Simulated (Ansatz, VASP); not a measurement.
## Ge (amorphous Ge) in two plane-wave programs

One calculation is typed for both programs; each brings its own data sets. How far apart do they land? The structure shown is the start of the Ansatz relaxation below; VASP solves that cell, so the two are compared at the walk's first step.

Method: plane waves, with VASP 6.6.1 beside it; single point at PBE, in Ansatz 0.2.0.

### Step 1. The structure

The cell holds 72 atoms: 72 Ge. Cell: a = 11.980 Å, b = 11.980 Å, c = 11.980 Å, α = 90.0°, β = 90.0°, γ = 90.0°. As first built, before any earlier steps moved the atoms (in the runner's words): 72 atoms (72 Ge) placed at random at 5.05 g/cm^3, melted at 3500 K for 10 ps at fixed volume with the Tersoff potential (Tersoff, Phys. Rev. B 39, 5566 (1989)). Quenched from 3500 K to 300 K at 20 K/ps and fixed volume, annealed at 800 K for 20 ps, held 5 ps, then minimised at fixed cell.

### Step 2. Ansatz: relaxation, PBE

Ansatz runs on its default PAW (the set named soft_2) files.

The two programs are compared at the cell with which this relaxation starts, whose forces are those of its first step.

Contents of input.yaml:

```yaml
crystal:
  lattice:
    - [11.9803, 0.0, 0.0]
    - [0.0, 11.9803, 0.0]
    - [0.0, 0.0, 11.9803]
  atoms:
    - { symbol: Ge, position: [0.26257, 0.00622, 0.7649] }
    - { symbol: Ge, position: [0.36489, 0.56966, 0.39739] }
    - { symbol: Ge, position: [0.76638, 0.83045, 0.776] }
    - { symbol: Ge, position: [0.37075, 0.41025, 0.87053] }
    - { symbol: Ge, position: [0.13555, 0.05381, 0.49325] }
    - { symbol: Ge, position: [0.19762, 0.64897, 0.68963] }
    - { symbol: Ge, position: [0.04601, 0.88658, 0.27751] }
    - { symbol: Ge, position: [0.08015, 0.4392, 0.51163] }
    - { symbol: Ge, position: [0.99333, 0.54558, 0.91236] }
    - { symbol: Ge, position: [0.9774, 0.0235, 0.96048] }
    - { symbol: Ge, position: [0.56019, 0.20575, 0.27854] }
    - { symbol: Ge, position: [0.61641, 0.96783, 0.72378] }
    - { symbol: Ge, position: [0.087, 0.9084, 0.8239] }
    - { symbol: Ge, position: [0.67492, 0.06512, 0.54926] }
    - { symbol: Ge, position: [0.54706, 0.80537, 0.39078] }
    - { symbol: Ge, position: [0.22303, 0.88599, 0.40309] }
    - { symbol: Ge, position: [0.50113, 0.1346, 0.4646] }
    - { symbol: Ge, position: [0.23625, 0.72356, 0.07118] }
    - { symbol: Ge, position: [0.7246, 0.39214, 0.60943] }
    - { symbol: Ge, position: [0.42206, 0.41383, 0.06865] }
    - { symbol: Ge, position: [0.05962, 0.05509, 0.15888] }
    - { symbol: Ge, position: [0.23487, 0.30587, 0.29157] }
    - { symbol: Ge, position: [0.66097, 0.95486, 0.04254] }
    - { symbol: Ge, position: [0.68855, 0.61859, 0.00052] }
    - { symbol: Ge, position: [0.29419, 0.8847, 0.20438] }
    - { symbol: Ge, position: [0.91832, 0.29241, 0.74826] }
    - { symbol: Ge, position: [0.38806, 0.71456, 0.75047] }
    - { symbol: Ge, position: [0.70759, 0.63357, 0.79515] }
    - { symbol: Ge, position: [0.67632, 0.38513, 0.26105] }
    - { symbol: Ge, position: [0.547, 0.62009, 0.48443] }
    - { symbol: Ge, position: [0.69541, 0.05955, 0.21368] }
    - { symbol: Ge, position: [0.53255, 0.37129, 0.7276] }
    - { symbol: Ge, position: [0.53747, 0.58718, 0.691] }
    - { symbol: Ge, position: [0.14471, 0.46389, 0.19896] }
    - { symbol: Ge, position: [0.87321, 0.34102, 0.23931] }
    - { symbol: Ge, position: [0.83258, 0.87754, 0.96501] }
    - { symbol: Ge, position: [0.8856, 0.85833, 0.40347] }
    - { symbol: Ge, position: [0.95566, 0.29479, 0.42178] }
    - { symbol: Ge, position: [0.71014, 0.51005, 0.43363] }
    - { symbol: Ge, position: [0.83529, 0.19934, 0.57274] }
    - { symbol: Ge, position: [0.33713, 0.56803, 0.18052] }
    - { symbol: Ge, position: [0.62549, 0.42977, 0.06085] }
    - { symbol: Ge, position: [0.45459, 0.75253, 0.21536] }
    - { symbol: Ge, position: [0.40326, 0.26906, 0.58348] }
    - { symbol: Ge, position: [0.109, 0.32735, 0.6887] }
    - { symbol: Ge, position: [0.20996, 0.687, 0.46978] }
    - { symbol: Ge, position: [0.87474, 0.22537, 0.94395] }
    - { symbol: Ge, position: [0.70398, 0.94012, 0.38162] }
    - { symbol: Ge, position: [0.23094, 0.16689, 0.64331] }
    - { symbol: Ge, position: [0.0505, 0.71341, 0.17361] }
    - { symbol: Ge, position: [0.86352, 0.50486, 0.74174] }
    - { symbol: Ge, position: [0.65323, 0.27645, 0.90419] }
    - { symbol: Ge, position: [0.95014, 0.83993, 0.68338] }
    - { symbol: Ge, position: [0.98651, 0.62446, 0.61914] }
    - { symbol: Ge, position: [0.94674, 0.99691, 0.5489] }
    - { symbol: Ge, position: [0.18153, 0.47345, 0.80828] }
    - { symbol: Ge, position: [0.41466, 0.9375, 0.47467] }
    - { symbol: Ge, position: [0.86837, 0.15781, 0.15244] }
    - { symbol: Ge, position: [0.12913, 0.71431, 0.88689] }
    - { symbol: Ge, position: [0.8799, 0.64814, 0.43678] }
    - { symbol: Ge, position: [0.09416, 0.17074, 0.33426] }
    - { symbol: Ge, position: [0.28726, 0.39554, 0.46502] }
    - { symbol: Ge, position: [0.98789, 0.39325, 0.06105] }
    - { symbol: Ge, position: [0.57356, 0.07463, 0.89997] }
    - { symbol: Ge, position: [0.27982, 0.06853, 0.10399] }
    - { symbol: Ge, position: [0.88927, 0.68659, 0.03948] }
    - { symbol: Ge, position: [0.56489, 0.77535, 0.04972] }
    - { symbol: Ge, position: [0.4217, 0.90186, 0.67493] }
    - { symbol: Ge, position: [0.38449, 0.23647, 0.1739] }
    - { symbol: Ge, position: [0.39114, 0.79692, 0.94301] }
    - { symbol: Ge, position: [0.06199, 0.5881, 0.34917] }
    - { symbol: Ge, position: [0.37648, 0.00677, 0.93319] }
kpoints:
  mp_grid: { grid: [1, 1, 1] }
hamiltonian:
  xc: pbe
scf:
  occupations: { method: fermi_dirac, width: 0.025 }
output:
  forces: true
relax:
  f_tol: 0.04
  max_steps: 250
  cell: {}
```

On the command line:

```console
$ ansatz run input.yaml --threads 4 --pin off --max-ram 8192MiB --backend cpu --events-out ev --progress --plain --runs-dir out
```

Numbers of over 12 decimals in the logs are rounded to 6 here.

The log of the run:

```text
Engine: ansatz 0.2.0, aarch64-unknown-linux-gnu
Pseudopotentials: kind: paw
Pseudopotential: Ge, paw, valence charge 14, recommended cutoff 420 eV (normal), Ge.paw.azcp
Functional definition: PBE
  parameter kappa = 0.804
  parameter beta = 0.066725
  exchange = pbe_x(kappa = kappa, mu = beta*pi^2/3)
  correlation = pbe_c(beta = beta)
Crystal: 72 atoms, lattice volume = 1719.504 Å³
Basis set: ecut = 420 eV, 33401 PW (Γ), exchange–correlation on 162×162×162 points (8 copies of the dense FFT grid, shifted against one another)
Bands: 605, of which v1, the nominal top of the filled ones, is band 504 counted from 1 (503 counted from 0)
Symmetry: 1 space group operations
Space group: P1 (ITA 1), of the structure as read, at distance tolerance 1.2e-4 Å
k-points: 1
Non-local potential: Ge, projectors of the file, l = 0: 2, l = 1: 2, l = 2: 3, l = 3: 1
PAW form: soft (Blöchl's): semilocal exchange-correlation on the pseudo side does not see the compensation charge
PAW one-centre angular grid: Ge, 590 points (default); XC on 64 Gauss nodes
Initial density: superposition of atomic densities (neutral atoms: chi_scale 0, normalization atom), corrected by the library's trained network
Initial wavefunctions: pseudopotential atomic-orbital guess
Functional: x = pbe(κ = 0.804, μ = 0.219515), c = pbe(β = 0.066725)
SCF iter   1: F=—  HF=-309220.986689 eV  |F-HF|=—  |Δ(HF+E_count)|=         —  Δρ=3.71e-3  dr2=6.98e-1  ethr=1.77e-3  ⟨swp⟩=6.0  Hψ=2143  notcnv=0
preconditioner: auto → LDOS  [insulator: Δε(μ)=0.106 eV  Ē_g=22.101 eV  σ=0.025 eV  W_gap=0.79  n_scr=460 (ndim 8)  ℏωp=28.4 eV  f_vac=0.101  D(μ)=16.39/eV (n_scr^D=80)  ε∞_Penn≈2.7  β→1.0]
SCF iter   2: F=—  HF=-309220.890908 eV  |F-HF|=—  |Δ(HF+E_count)|=   9.58e-2  Δρ=1.97e-3  dr2=1.74e-1  ethr=6.92e-5  ⟨swp⟩=4.0  Hψ=1227  notcnv=0  defer=86
SCF iter   3: F=—  HF=-309220.849516 eV  |F-HF|=—  |Δ(HF+E_count)|=   4.14e-2  Δρ=6.28e-4  dr2=2.23e-2  ethr=1.72e-5  ⟨swp⟩=2.0  Hψ=1038  notcnv=0  defer=86
SCF iter   4: F=—  HF=-309220.844997 eV  |F-HF|=—  |Δ(HF+E_count)|=   4.52e-3  Δρ=1.80e-4  dr2=1.53e-3  ethr=2.22e-6  ⟨swp⟩=3.0  Hψ=1303  notcnv=0  defer=86
SCF iter   5: F=—  HF=-309220.844931 eV  |F-HF|=—  |Δ(HF+E_count)|=   6.62e-5  Δρ=6.72e-5  dr2=2.09e-4  ethr=1.52e-7  ⟨swp⟩=2.0  Hψ=1024  notcnv=0  defer=86
SCF iter   6: F=—  HF=-309220.844872 eV  |F-HF|=—  |Δ(HF+E_count)|=   5.92e-5  Δρ=2.24e-5  dr2=1.99e-5  ethr=2.07e-8  ⟨swp⟩=3.0  Hψ=1203  notcnv=0  defer=86
SCF iter   7: F=—  HF=-309220.846276 eV  |F-HF|=—  |Δ(HF+E_count)|=   1.40e-3  Δρ=9.43e-6  dr2=3.52e-6  ethr=1.97e-9  ⟨swp⟩=2.0  Hψ=1110  notcnv=0  defer=86
SCF iter   8: F=—  HF=-309220.846275 eV  |F-HF|=—  |Δ(HF+E_count)|=   1.29e-7  Δρ=4.02e-6  dr2=7.05e-7  ethr=3.50e-10  ⟨swp⟩=2.0  Hψ=999  notcnv=0  defer=86
SCF iter   9: F=—  HF=-309220.846275 eV  |F-HF|=—  |Δ(HF+E_count)|=   5.99e-8  Δρ=1.74e-6  dr2=1.35e-7  ethr=7.00e-11  ⟨swp⟩=2.0  Hψ=995  notcnv=0  defer=86
SCF iter  10: F=-309220.846275 eV  HF=-309220.846275 eV  |F-HF|=1.02e-8  |Δ(HF+E_count)|=   1.14e-8  Δρ=6.37e-7  dr2=1.58e-8  ethr=9.92e-12  ⟨swp⟩=3.0  Hψ=1595  notcnv=0
SCF 1 converged in 10 iterations: F = -309220.846275 eV  dr2 = 1.58e-8
  greatest PAW one-centre occupation: 0.998 electrons in one spin orbital (limit 2), on the Ge atom at site 5 (counted from 0), in its partial waves of l = 2
relax step   1: F+E_penalty+E_count = -309220.84627536 eV  Δ(F+E_penalty+E_count) = +0.000e0 eV  max|allowed force component| = 6.455e-1 eV/Å  Δτ_max = 0.0000 Å  P = +1.895 GPa  Ω = 1719.504 Å³  (10 SCF iters, dr2 threshold 1.00e-7 eV, accepted)
Crystal: 72 atoms, lattice volume = 1765.795 Å³
Basis set: ecut = 420 eV, 34489 PW (Γ), exchange–correlation on 162×162×162 points (8 copies of the dense FFT grid, shifted against one another)
Initial density: handed on by an earlier stage of this run
Initial wavefunctions: those handed on with the density
iter 1 solved again at ethr=5.52e-5 eV; its pass at ethr=3.10e-3 eV (dr2=5.57e-1 eV) is discarded
SCF iter   1: F=—  HF=-309222.516403 eV  |F-HF|=—  |Δ(HF+E_count)|=         —  Δρ=6.27e-3  dr2=5.62e-1  ethr=5.52e-5  ⟨swp⟩=6.0  Hψ=3167  notcnv=0
preconditioner: auto → LDOS  [insulator: Δε(μ)=0.190 eV  Ē_g=22.002 eV  σ=0.025 eV  W_gap=0.96  n_scr=454 (ndim 8)  ℏωp=28.1 eV  f_vac=0.104  D(μ)=3.75/eV (n_scr^D=6)  ε∞_Penn≈2.6  β→1.0]
SCF iter   2: F=—  HF=-309222.525335 eV  |F-HF|=—  |Δ(HF+E_count)|=   8.93e-3  Δρ=1.81e-3  dr2=2.69e-1  ethr=5.52e-5  ⟨swp⟩=6.0  Hψ=1283  notcnv=0  defer=1
SCF iter   3: F=—  HF=-309222.482083 eV  |F-HF|=—  |Δ(HF+E_count)|=   4.33e-2  Δρ=7.26e-4  dr2=4.79e-2  ethr=2.67e-5  ⟨swp⟩=6.0  Hψ=953  notcnv=0
SCF iter   4: F=—  HF=-309222.473612 eV  |F-HF|=—  |Δ(HF+E_count)|=   8.47e-3  Δρ=1.94e-4  dr2=2.10e-3  ethr=4.75e-6  ⟨swp⟩=2.0  Hψ=734  notcnv=0  defer=2
[...]
atom  32  Ge    -0.00078133     0.00490071    -0.00131657
  atom  33  Ge     0.00263318    -0.00514675    -0.00300070
  atom  34  Ge     0.00309991    -0.00238308    -0.00203667
  atom  35  Ge     0.00627734     0.00590271     0.00147454
  atom  36  Ge     0.00518424    -0.00546605    -0.00220374
  atom  37  Ge    -0.00035249    -0.00030938    -0.00137673
  atom  38  Ge     0.00298481     0.00251239     0.00162073
  atom  39  Ge    -0.00127040    -0.00218425     0.00184375
  atom  40  Ge     0.00395761     0.00141994     0.00084068
  atom  41  Ge    -0.00417352     0.00059158    -0.00124197
  atom  42  Ge     0.00298924     0.00018233    -0.00123334
  atom  43  Ge     0.00304179     0.00297311     0.00296862
  atom  44  Ge     0.00274027     0.00467309     0.00113623
  atom  45  Ge     0.00646647     0.00930532    -0.00075407
  atom  46  Ge    -0.00171942     0.00496758    -0.00224752
  atom  47  Ge     0.00099089    -0.00055625     0.00622164
  atom  48  Ge    -0.00145800    -0.00127141     0.00084591
  atom  49  Ge     0.00103096    -0.00230545     0.00033157
  atom  50  Ge    -0.00026903    -0.00749701    -0.00807071
  atom  51  Ge     0.00104732    -0.00500184     0.00205563
  atom  52  Ge     0.00802403    -0.00053632    -0.00054024
  atom  53  Ge     0.00221022     0.00065727     0.00060930
  atom  54  Ge    -0.00232688     0.00222763     0.00763274
  atom  55  Ge    -0.00478413     0.00046586    -0.00093793
[...]
atom  65  Ge     0.00110918    -0.00229989     0.00157000
  atom  66  Ge    -0.00194510     0.01391235     0.00791625
  atom  67  Ge    -0.00077023    -0.00110771     0.00250567
  atom  68  Ge     0.00084988    -0.00100696     0.00193176
  atom  69  Ge    -0.00089948    -0.00180457     0.00040313
  atom  70  Ge    -0.00121065    -0.00092302    -0.00414368
  atom  71  Ge    -0.00359285    -0.00036664     0.00716693
  atom  72  Ge     0.00293290    -0.00235732     0.00179356
  max |Σ_I F_I| component: 2.81e-6 eV/Å
--- Stress (GPa, compression-positive) ---
       -0.001056       0.003854       0.001264
        0.003854       0.001774      -0.004492
        0.001264      -0.004492       0.004469
  P = ⅓ Tr σ = 0.0017 GPa (0.017 kbar)
--- Relaxed structure (21 steps of the walk, 21 accepted, 2 SCFs on fresh bases) ---
  F+E_penalty+E_count = -309224.07251204 eV   max|allowed force component| = 1.391e-2 eV/Å   (the final SCF, on the basis selected at the relaxed cell)
  cell:  # Å, volume = 1755.1819 Å³
    - [12.469213, -0.351054, -0.282210]
    - [-0.351054, 11.581619, -0.256017]
    - [-0.282210, -0.256017, 12.176637]
  atoms:
    - { symbol: Ge, position: [0.271503, -0.00662085, 0.765098] }
    - { symbol: Ge, position: [0.378966, 0.561383, 0.391811] }
    - { symbol: Ge, position: [0.756943, 0.846329, 0.769945] }
    - { symbol: Ge, position: [0.371065, 0.360102, 0.852325] }
    - { symbol: Ge, position: [0.148551, 0.041087, 0.495194] }
    - { symbol: Ge, position: [0.178353, 0.617496, 0.631310] }
    - { symbol: Ge, position: [-0.054256, 0.854850, 0.214869] }
    - { symbol: Ge, position: [0.119636, 0.411859, 0.547312] }
    - { symbol: Ge, position: [0.953546, 0.595947, 0.973835] }
    - { symbol: Ge, position: [0.988172, 0.048895, 0.958741] }
    - { symbol: Ge, position: [0.562599, 0.210368, 0.281873] }
    - { symbol: Ge, position: [0.610247, 0.982065, 0.717789] }
    - { symbol: Ge, position: [0.096785, 0.893470, 0.837284] }
    - { symbol: Ge, position: [0.682335, 0.077497, 0.546762] }
    - { symbol: Ge, position: [0.551234, 0.807565, 0.388775] }
    - { symbol: Ge, position: [0.246217, 0.891737, 0.396593] }
    - { symbol: Ge, position: [0.512408, 0.146436, 0.467340] }
    - { symbol: Ge, position: [0.250342, 0.702501, 0.048304] }
    - { symbol: Ge, position: [0.732920, 0.371593, 0.622846] }
    - { symbol: Ge, position: [0.420726, 0.404271, 0.055988] }
    - { symbol: Ge, position: [0.00520637, 0.051423, 0.166979] }
    - { symbol: Ge, position: [0.251347, 0.281863, 0.290633] }
    - { symbol: Ge, position: [0.652561, 0.967179, 0.041827] }
    - { symbol: Ge, position: [0.667077, 0.622780, 0.00581259] }
[...]
- { symbol: Ge, position: [0.259200, 0.068642, 0.086667] }
    - { symbol: Ge, position: [0.834563, 0.740438, 0.061564] }
    - { symbol: Ge, position: [0.547027, 0.777260, 0.044344] }
    - { symbol: Ge, position: [0.418727, 0.902961, 0.659142] }
    - { symbol: Ge, position: [0.393030, 0.226524, 0.165428] }
    - { symbol: Ge, position: [0.383721, 0.791769, 0.926589] }
    - { symbol: Ge, position: [0.071570, 0.597822, 0.328642] }
    - { symbol: Ge, position: [0.378286, 0.010198, 0.936444] }
```

Reading the cycles: dr2 is the Hartree energy of the density residual (eV), the measure of convergence; HF is the Harris–Foulkes estimate of the energy, which meets the free energy F at convergence.

(Continued in part 2 of 2.)

[Lines on the potential files, build, host, timing and source positions are cut from VASP's logs without a mark.]

[Logs are printed without paths, hosts, clocks, repeated set-up lines and the standing remarks that a program may print on its own settings, such as how far it seeks lower states.]

[Hosts, paths, dates, database ids (printed as entryN), source tags and the programs' standing remarks are cut or masked in the printed files.]
